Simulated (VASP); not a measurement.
Here is the system:

```
CELL_PARAMETERS angstrom
      4.18109     0.00000     0.00000
      0.00000     4.18109     0.00000
      0.00000     0.00000     2.67484
ATOMIC_POSITIONS crystal
  Si 0.00000 0.00000 0.00000
  Si 0.50000 0.50000 0.50000
  O  0.30618 0.30618 0.00000
  O  0.80618 0.19382 0.50000
  O  0.19382 0.80618 0.50000
  O  0.69382 0.69382 0.00000
```

Calculation: MS2 meta-GGA, VASP's PBE PAW potentials (set 64) (plane waves; VASP 6.6.1). Numerical set-up: 520 eV cut-off, 6×6×9 Γ-centred mesh, tetrahedra with Blöchl corrections, potentials Si O.

Give the energies of bands 6 to 19 at the high-symmetry points, in eV from the valence-band maximum.

```csv
band,Γ,X,M,Z,R,A
6,-6.44,-9.37,-8.00,-9.58,-9.48,-10.82
7,-6.44,-4.60,-5.93,-6.91,-8.15,-8.18
8,-6.25,-4.60,-5.93,-6.91,-8.15,-8.18
9,-5.44,-4.52,-4.07,-6.35,-6.54,-4.56
10,-5.11,-4.52,-4.07,-6.35,-6.54,-4.56
11,-3.16,-3.89,-3.29,-4.62,-3.98,-4.49
12,-3.16,-3.89,-3.29,-4.62,-3.98,-4.49
13,-2.53,-2.71,-2.69,-3.08,-2.29,-1.77
14,-0.87,-2.71,-2.69,-3.08,-2.29,-1.77
15,-0.87,-1.07,-2.28,-2.69,-1.77,-1.57
16,0.00,-1.07,-2.28,-2.69,-1.77,-1.57
17,6.19,8.42,8.13,9.96,9.58,7.94
18,7.31,8.42,8.13,9.96,9.58,7.94
19,9.17,9.75,10.80,13.37,10.67,11.76
```

The gap is direct, 6.19 eV, from the valence maximum at Γ to the conduction minimum at Γ.

The compound is SiO2 in the rutile structure, stishovite, a high-pressure form. It was relaxed first.
